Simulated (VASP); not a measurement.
Data:

```
CsPbCl3
1.0
    5.67308     0.00000     0.00000
    0.00000     5.67308     0.00000
    0.00000     0.00000     5.67308
Cs Pb Cl
1 1 3
Direct
  0.00000   0.00000   0.00000
  0.50000   0.50000   0.50000
  0.50000   0.00000   0.50000
  0.00000   0.50000   0.50000
  0.50000   0.50000   0.00000
```

All values below come from r2SCAN meta-GGA, VASP's PBE PAW potentials (set 64) (plane waves; VASP). Settings: 400 eV cut-off, 4×4×4 Γ-centred mesh, Gaussian smearing of 0.050 eV, potentials Cs_sv Pb_d Cl.

Unless said otherwise, spin-orbit coupling is left out, though it shifts the bands of the heavy elements here.

What does the run give for the energy per atom (σ→0), band gap (on the k-mesh) with the smallest direct gap where there is one?

```yaml
band gap (on the k-mesh): 2.47 eV
smallest direct gap (on the k-mesh): 2.47 eV
energy per atom (σ→0): -21.633 eV/atom
```

Total energies compare only between runs with the same potentials, cut-off and functional.

The compound is CsPbCl3 in the cubic perovskite structure, the ideal cubic form; the compound distorts at low or room temperature. It was relaxed first. The start is the result of an earlier pass.
